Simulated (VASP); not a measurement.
# NaLa (P1) in VASP: convergence with ENCUT

Aim: find how far ENCUT must go before the results for NaLa settle, at PBE. This setting moves, with any that are tied to it; all else stays.

All numbers are computed with VASP 6.6.1; they aren't measurements. Logs are shortened: lines on timing, memory, paths and dates and some standing lists are left out, and cuts for length are marked.

### 1 The cell of the first run

The typed cell holds 2 atoms: a = 3.606 Å, b = 3.606 Å, c = 6.484 Å, α = 90.00°, β = 90.00°, γ = 120.00°.

The cell comes from a database or a generator and needn't be the stable form of this composition.

The cell isn't the ideal one: atoms moved at random, drawn with an rms of 0.02 Å.

### 2 With ENCUT 200 eV

INCAR reads:

```
SYSTEM = NaLa
ALGO = Fast ; EDIFF = 1E-7
ENCUT = 200 ; GGA = PE
ISIF = 2 ; ISMEAR = 1
LASPH = .True. ; LCHARG = .False.
LREAL = .False. ; LWAVE = .False.
NELM = 60 ; PREC = Accurate
SIGMA = 0.1
```

KPOINTS reads:

```
k-points
0
Gamma
  7 7 3
  0 0 0
```

POSCAR reads:

```
NaLa
1.0
    3.6062507687      0.0000000000      0.0000000000
   -1.8031253843      3.1231047781      0.0000000000
    0.0000000000      0.0000000000      6.4837820000
La Na
1 1
Direct
    0.3318240000      0.6665550000      0.4991760000
    0.0006380000      0.0003040000     -0.0014030000
```

Potentials or basis: VASP PAW PBE potentials, release 64 (La, Na_pv).

Started as:

```bash
$ cat potpaw_PBE.64/La/POTCAR potpaw_PBE.64/Na_pv/POTCAR > POTCAR
$ mpirun -np 1 vasp_std > vasp.out
```

Wall time 45 s (1 thread of AMD EPYC 7R13 (Zen 3), shared host); peak memory 0.11 GiB.

Results:

- Free energy: -5.5918 eV
- Largest force: 0.003 eV/Å
- Band gap on the k mesh: none (metal or under the smearing width)

### 3 With ENCUT 250 eV

Changes to INCAR since step 2:

```diff
@@ -2,3 +2,3 @@
 ALGO = Fast ; EDIFF = 1E-7
-ENCUT = 200 ; GGA = PE
+ENCUT = 250 ; GGA = PE
 ISIF = 2 ; ISMEAR = 1
```

KPOINTS is that of step 2.

POSCAR is that of step 2.

Potentials or basis: VASP PAW PBE potentials, release 64 (La, Na_pv).

Started as:

```bash
$ cat potpaw_PBE.64/La/POTCAR potpaw_PBE.64/Na_pv/POTCAR > POTCAR
$ mpirun -np 1 vasp_std > vasp.out
```

Wall time 88 s (1 thread of AMD EPYC 7R13 (Zen 3), shared host); peak memory 0.13 GiB.

Results:

| Item | Value |
| --- | --- |
| Free energy | -5.8742 eV |
| Largest force | 0.006 eV/Å |
| Band gap on the k mesh | none (metal or under the smearing width) |

### 4 With ENCUT 300 eV

Changes to INCAR since step 3:

```diff
@@ -2,3 +2,3 @@
 ALGO = Fast ; EDIFF = 1E-7
-ENCUT = 250 ; GGA = PE
+ENCUT = 300 ; GGA = PE
 ISIF = 2 ; ISMEAR = 1
```

KPOINTS is that of step 3.

POSCAR is that of step 3.

Started as:

```bash
$ cat potpaw_PBE.64/La/POTCAR potpaw_PBE.64/Na_pv/POTCAR > POTCAR
$ mpirun -np 1 vasp_std > vasp.out
```

It took 98 s on 1 thread of AMD EPYC 7R13 (Zen 3), shared host; peak memory 0.14 GiB.

Results:

| Property | Result |
| --- | --- |
| Free energy | -5.8833 eV |
| Pressure | -0.5 GPa |
| Largest force | 0.006 eV/Å |
| Band gap on the k mesh | none (metal or under the smearing width) |

### 5 With ENCUT 350 eV

Changes to INCAR since step 4:

```diff
@@ -2,3 +2,3 @@
 ALGO = Fast ; EDIFF = 1E-7
-ENCUT = 300 ; GGA = PE
+ENCUT = 350 ; GGA = PE
 ISIF = 2 ; ISMEAR = 1
```

KPOINTS is that of step 4.

POSCAR is that of step 4.

Started as:

```bash
$ cat potpaw_PBE.64/La/POTCAR potpaw_PBE.64/Na_pv/POTCAR > POTCAR
$ mpirun -np 1 vasp_std > vasp.out
```

Wall time 2.4 min (1 thread of AMD EPYC 7R13 (Zen 3), shared host); peak memory 0.16 GiB.

Results:

* Free energy: -5.8860 eV
* Pressure: -0.5 GPa
* Largest force: 0.006 eV/Å
* Band gap on the k mesh: none (metal or under the smearing width)

### 6 With ENCUT 400 eV

Changes to INCAR since step 5:

```diff
@@ -2,3 +2,3 @@
 ALGO = Fast ; EDIFF = 1E-7
-ENCUT = 350 ; GGA = PE
+ENCUT = 400 ; GGA = PE
 ISIF = 2 ; ISMEAR = 1
```

KPOINTS is that of step 5.

POSCAR is that of step 5.

Potentials or basis: VASP PAW PBE potentials, release 64 (La, Na_pv).

Started as:

```bash
$ cat potpaw_PBE.64/La/POTCAR potpaw_PBE.64/Na_pv/POTCAR > POTCAR
$ mpirun -np 1 vasp_std > vasp.out
```

It took 2.5 min on 1 thread of AMD EPYC 7R13 (Zen 3), shared host; peak memory 0.18 GiB.

Results:

```
Free energy            : -5.8872 eV
Pressure               : -0.5 GPa
Largest force          : 0.005 eV/Å
Band gap on the k mesh : none (metal or under the smearing width)
```

### 7 With ENCUT 450 eV

Changes to INCAR since step 6:

```diff
@@ -2,3 +2,3 @@
 ALGO = Fast ; EDIFF = 1E-7
-ENCUT = 400 ; GGA = PE
+ENCUT = 450 ; GGA = PE
 ISIF = 2 ; ISMEAR = 1
```

KPOINTS is that of step 6.

POSCAR is that of step 6.

Started as:

```bash
$ cat potpaw_PBE.64/La/POTCAR potpaw_PBE.64/Na_pv/POTCAR > POTCAR
$ mpirun -np 1 vasp_std > vasp.out
```

Wall time 4.4 min (1 thread of AMD EPYC 7R13 (Zen 3), shared host); peak memory 0.22 GiB.

Results:

- Free energy: -5.8875 eV
- Pressure: -0.5 GPa
- Largest force: 0.005 eV/Å
- Band gap on the k mesh: none (metal or under the smearing width)

### 8 With ENCUT 500 eV

Changes to INCAR since step 7:

```diff
@@ -2,3 +2,3 @@
 ALGO = Fast ; EDIFF = 1E-7
-ENCUT = 450 ; GGA = PE
+ENCUT = 500 ; GGA = PE
 ISIF = 2 ; ISMEAR = 1
```

KPOINTS is that of step 7.

POSCAR is that of step 7.

Started as:

```bash
$ cat potpaw_PBE.64/La/POTCAR potpaw_PBE.64/Na_pv/POTCAR > POTCAR
$ mpirun -np 1 vasp_std > vasp.out
```

Wall time 4.4 min (1 thread of AMD EPYC 7R13 (Zen 3), shared host); peak memory 0.23 GiB.

Results:

- Free energy: -5.8878 eV
- Pressure: -0.4 GPa
- Largest force: 0.005 eV/Å
- Band gap on the k mesh: none (metal or under the smearing width)

### 9 With ENCUT 600 eV

Changes to INCAR since step 8:

```diff
@@ -2,3 +2,3 @@
 ALGO = Fast ; EDIFF = 1E-7
-ENCUT = 500 ; GGA = PE
+ENCUT = 600 ; GGA = PE
 ISIF = 2 ; ISMEAR = 1
```

KPOINTS is that of step 8.

POSCAR is that of step 8.

Potentials or basis: VASP PAW PBE potentials, release 64 (La, Na_pv).

Started as:

```bash
$ cat potpaw_PBE.64/La/POTCAR potpaw_PBE.64/Na_pv/POTCAR > POTCAR
$ mpirun -np 1 vasp_std > vasp.out
```

Run time: 5.6 min. Hardware: 1 thread of AMD EPYC 7R13 (Zen 3), shared host; peak memory 0.27 GiB.

What came out:

```yaml
Free_energy: -5.8887 eV
Pressure: -0.4 GPa
Largest_force: 0.006 eV/Å
Band_gap_on_the_k_mesh: none (metal or under the smearing width)
```

### 10 With ENCUT 800 eV

Changes to INCAR since step 9:

```diff
@@ -2,3 +2,3 @@
 ALGO = Fast ; EDIFF = 1E-7
-ENCUT = 600 ; GGA = PE
+ENCUT = 800 ; GGA = PE
 ISIF = 2 ; ISMEAR = 1
```

KPOINTS is that of step 9.

POSCAR is that of step 9.

Potentials or basis: VASP PAW PBE potentials, release 64 (La, Na_pv).

Started as:

```bash
$ cat potpaw_PBE.64/La/POTCAR potpaw_PBE.64/Na_pv/POTCAR > POTCAR
$ mpirun -np 1 vasp_std > vasp.out
```

OUTCAR:

```text
SYSTEM = NaLa
   EDIFF = 1E-7
   ENCUT = 800
   GGA = PE
   ISIF = 2
   ISMEAR = 1
   LASPH = .True.
   LREAL = .False.
   NELM = 60
   PREC = Accurate

 ion  position               nearest neighbor table
   1  0.332  0.667  0.499-
   2  0.001  0.000  0.999-

  LATTYP: Found a hexagonal cell.
 ALAT       =     3.6062507687
 C/A-ratio  =     1.7979287675

  Lattice vectors:

 A1 = (   3.6062507687,   0.0000000000,   0.0000000000)
 A2 = (  -1.8031253843,   3.1231047781,   0.0000000000)
 A3 = (   0.0000000000,   0.0000000000,   6.4837820000)

Analysis of symmetry for initial positions (statically):
=====================================================================
 Subroutine PRICEL returns:
 Original cell was already a primitive cell.

 Routine SETGRP: Setting up the symmetry group for a
 hexagonal supercell.

 Subroutine GETGRP returns: Found  1 space group operations
 (whereof  1 operations were pure point group operations)
 out of a pool of 24 trial point group operations.

The static configuration has the point symmetry C_1 .

Analysis of symmetry for dynamics (positions and initial velocities):
=====================================================================
 Subroutine PRICEL returns:
 Original cell was already a primitive cell.

 Routine SETGRP: Setting up the symmetry group for a
 hexagonal supercell.

 Subroutine GETGRP returns: Found  1 space group operations
 (whereof  1 operations were pure point group operations)
 out of a pool of 24 trial point group operations.

The dynamic configuration has the point symmetry C_1 .

 Subroutine INISYM returns: Found  1 space group operations
 (whereof  1 operations are pure point group operations),
 and found     1 'primitive' translations

----------------------------------------------------------------------------------------

                                     Primitive cell

  volume of cell :      73.0249

  direct lattice vectors                    reciprocal lattice vectors
     3.606250769  0.000000000  0.000000000     0.277296301  0.160097094  0.000000000
    -1.803125384  3.123104778  0.000000000     0.000000000  0.320194188  0.000000000
     0.000000000  0.000000000  6.483782000     0.000000000  0.000000000  0.154230972

  length of vectors
     3.606250769  3.606250769  6.483782000     0.320194188  0.320194188  0.154230972

  position of ions in fractional coordinates (direct lattice)
     0.331824000  0.666555000  0.499176000
     0.000638000  0.000304000  0.998597000

  ion indices of the primitive-cell ions
   primitive index   ion index
                 1           1
                 2           2

----------------------------------------------------------------------------------------

 KPOINTS: k-points

Automatic generation of k-mesh.
 Grid dimensions read from file:
 generate k-points for:    7    7    3

 Generating k-lattice:

  Cartesian coordinates                     Fractional coordinates (reciprocal lattice)
     0.039613757  0.022871013  0.000000000     0.142857143  0.000000000  0.000000000
     0.000000000  0.045742027  0.000000000     0.000000000  0.142857143  0.000000000
     0.000000000  0.000000000  0.051410324     0.000000000  0.000000000  0.333333333

  Length of vectors
     0.045742027  0.045742027  0.051410324

  Shift w.r.t. Gamma in fractional coordinates (k-lattice)
     0.000000000  0.000000000  0.000000000

 Subroutine IBZKPT returns following result:
 ===========================================

 Found     74 irreducible k-points:

 Following reciprocal coordinates:
            Coordinates               Weight
  0.000000  0.000000  0.000000      1.000000
  0.142857  0.000000  0.000000      2.000000
  0.000000  0.142857  0.000000      2.000000
 -0.142857  0.142857  0.000000      2.000000
  0.285714  0.000000  0.000000      2.000000
  0.000000  0.285714  0.000000      2.000000
[... 16 lines left out ...]
  0.285714  0.285714  0.000000      2.000000
 -0.285714 -0.428571  0.000000      2.000000
 [... further k-points ...]
   k-points           NKPTS =     74   k-points in BZ     NKDIM =     74   number of bands    NBANDS=     13
   number of dos      NEDOS =    301   number of ions     NIONS =      2
   total plane-waves  NPLWV =  77760
   dimension x,y,z NGX =    36 NGY =   36 NGZ =   60
   dimension x,y,z NGXF=    72 NGYF=   72 NGZF=  120
   ions per type =               1   1
   NGX,Y,Z   is equivalent  to a cutoff of  16.60, 16.60, 15.38 a.u.
   NGXF,Y,Z  is equivalent  to a cutoff of  33.19, 33.19, 30.77 a.u.
 SYSTEM =  NaLa
   PREC   = accura    normal or accurate (medium, high low for compatibility)
   ISTART =      0    job   : 0-new  1-cont  2-samecut
   ICHARG =      2    charge: 1-file 2-atom 10-const
   ISPIN  =      1    spin polarized calculation?
   LNONCOLLINEAR =      F non collinear calculations
   LSORBIT =      F    spin-orbit coupling
   LASPH  =      T    aspherical Exc in radial PAW
   ENCUT  =  800.0 eV  58.80 Ry    7.67 a.u.   8.32  8.32 14.95*2*pi/ulx,y,z
   NELM   =     60;   NELMIN=  2; NELMDL= -5     # of ELM steps
   EDIFF  = 0.1E-06   stopping-criterion for ELM
   LREAL  =      F    real-space projection
   EDIFFG = 0.1E-05   stopping-criterion for IOM
   NSW    =      0    number of steps for IOM
   IBRION =     -1    ionic relax: 0-MD 1-quasi-New 2-CG
   NFREE  =      0    steps in history (QN), initial steepest desc. (CG)
   ISIF   =      2    stress and relaxation
   ISYM   =      2    0-nonsym 1-usesym 2-fastsym
   POTIM  = 0.5000    time-step for ionic-motion
   TEBEG  =    0.0;   TEEND  =   0.0 temperature during run
   PSTRESS=    0.0 pullay stress
   NELECT =      18.0000    total number of electrons
   NUPDOWN=      -1.0000    fix difference up-down
   EMIN   =  10.00;   EMAX   =-10.00  energy-range for DOS
   EFERMI =   0.00;   METHOD = LEGACY
   ISMEAR =     1;   SIGMA  =   0.10  broadening in eV -4-tet -1-fermi 0-gaus
   EFERMI_NEDOS =   21; number of points for ismear=-14 and -15
   IALGO  =     68    algorithm
   IMIX   =      4    mixing-type and parameters
     AMIX     =   0.40;   BMIX     =  1.00
     AMIX_MAG =   1.60;   BMIX_MAG =  1.00
  volume/ion in A,a.u.               =      36.51       246.40
  Fermi-wavevector in a.u.,A,eV,Ry     =   1.026460  1.939728 14.335373  1.053620
  Thomas-Fermi vector in A             =   2.160354
   LORBIT       =      0    0 simple, 1 ext, 2 COOP (PROOUT), +10 PAW based schemes
   GGA     = PE    functional components
   LHFCALC =     F    Hartree Fock is set to
   AEXX    =    0.0000 exact exchange contribution
   IVDW    =     0    specifies the selected vdW correction
   LEPSILON=     F    determine dielectric tensor
   LRPA    =     F    only Hartree local field effects (RPA)
 non-spin polarized calculation
 RMM-DIIS sequential band-by-band and
 Methfessel and Paxton  Order N= 1 SIGMA  =   0.10
  energy-cutoff  :      800.00
  volume of cell :       73.02
 maximum number of plane-waves:      3779
 NGX is ok and might be reduce to    36
   NGX = 17   NGY = 17   NGZ = 29

 number of electron      18.0000003 magnetization

 Free energy of the ion-electron system (eV)
  ---------------------------------------------------
  ext. energy  EPLUGINS =         0.00000000
  ---------------------------------------------------
  free energy    TOTEN  =        -5.88916113 eV

  energy without entropy =       -5.89085089  energy(sigma->0) =       -5.88972438

 E-fermi :   4.1487     XC(G=0):  -8.1437

 val. band max:        4.0955699321   @ k =   0.4286   0.0000   0.0000
 cond. band min:       4.1980858002   @ k =   0.1429   0.1429   0.0000
 fundamental gap:      0.1025158681
 Fermi energy:         4.1486893669

 k-point     1 :       0.0000    0.0000    0.0000
  band No.  band energies     occupation
      1     -28.9689      2.00000
      2     -20.2318      2.00000
      3     -20.2310      2.00000
      4     -20.2306      2.00000
      5     -12.7398      2.00000
      6     -11.8887      2.00000
      7     -11.8886      2.00000
      8       0.9035      2.00000
      9       2.9504      2.00000
     10       4.9342     -0.00000
     11       5.2556     -0.00000
     12       5.8117     -0.00000
     13       5.8122     -0.00000
[... 353 lines left out ...]
 k-point    24 :      -0.2857   -0.4286    0.0000
  band No.  band energies     occupation
      1     -28.7571      2.00000
      2     -20.2632      2.00000
      3     -20.2524      2.00000
      4     -20.2248      2.00000
      5     -13.0330      2.00000
      6     -12.6796      2.00000
      7     -12.4762      2.00000
      8       4.0176      2.06889
      9       4.4953     -0.00001
     10       4.5767     -0.00000
     11       4.8183     -0.00000
     12       5.2981     -0.00000
     13       5.6467     -0.00000

 [... further k-points ...]

------------------------ aborting loop because EDIFF is reached ----------------------------------------

  FORCE on cell =-STRESS in cart. coord.  units (eV):
  Direction    XX          YY          ZZ          XY          YZ          ZX
  --------------------------------------------------------------------------------------
  -------------------------------------------------------------------------------------
  Total       -0.2563011     -0.2547230      0.0671023     -0.0050503     -0.0000136      0.0000448
  in kB       -5.6232856     -5.5886620      1.4722339     -0.1108048     -0.0002978      0.0009825
  external PRESSURE =      -3.2465712 kB  Pullay stress =       0.0000000 kB

 VOLUME and BASIS-vectors are now :
 -----------------------------------------------------------------------------
  energy-cutoff  :      800.00
  volume of cell :       73.02
      direct lattice vectors                 reciprocal lattice vectors
     3.606250769  0.000000000  0.000000000     0.277296301  0.160097094  0.000000000
    -1.803125384  3.123104778  0.000000000     0.000000000  0.320194188  0.000000000
     0.000000000  0.000000000  6.483782000     0.000000000  0.000000000  0.154230972

 POSITION                                       TOTAL-FORCE (eV/Angst)
 -----------------------------------------------------------------------------------
     -0.00524      2.08172      3.23655         0.001399     -0.000277     -0.005266
      0.00175      0.00095      6.47469        -0.001399      0.000277      0.005266
 -----------------------------------------------------------------------------------
    total drift:                               -0.000599     -0.001262      0.000687

  FREE ENERGIE OF THE ION-ELECTRON SYSTEM (eV)
  ---------------------------------------------------
  free  energy   TOTEN  =        -5.8891611304 eV

  energy  without entropy=       -5.8908508866  energy(sigma->0) =       -5.88972438
```

Run time: 8.8 min. Hardware: 1 thread of AMD EPYC 7R13 (Zen 3), shared host; peak memory 0.37 GiB.

What came out:

* Free energy: -5.8892 eV
* Pressure: -0.3 GPa
* Largest force: 0.005 eV/Å
* Band gap on the k mesh: none (metal or under the smearing width)

### 11 Result

| ENCUT | energy less the tightest run, at zero smearing (meV/atom) | largest force (eV/Å) | SCF cycles | CPU time (s) | peak memory (GiB) |
| --- | --- | --- | --- | --- | --- |
| 200 eV | 148.69 | 0.003 | 35 | 44 | 0.11 |
| 250 eV | 7.49 | 0.006 | 50 | 87 | 0.13 |
| 300 eV | 2.94 | 0.006 | 50 | 97 | 0.14 |
| 350 eV | 1.56 | 0.006 | 46 | 140 | 0.16 |
| 400 eV | 0.99 | 0.005 | 48 | 150 | 0.18 |
| 450 eV | 0.82 | 0.005 | 59 | 270 | 0.22 |
| 500 eV | 0.68 | 0.005 | 49 | 260 | 0.23 |
| 600 eV | 0.24 | 0.006 | 52 | 330 | 0.27 |
| 800 eV | 0.00 | 0.005 | 58 | 530 | 0.37 |

Against the tightest run, the energy stays within 1 meV/atom from 400 eV on; the largest force stays within 0.005 eV/Å from 200 eV on. The tightest run that finished is the yardstick and may itself not be fully converged.
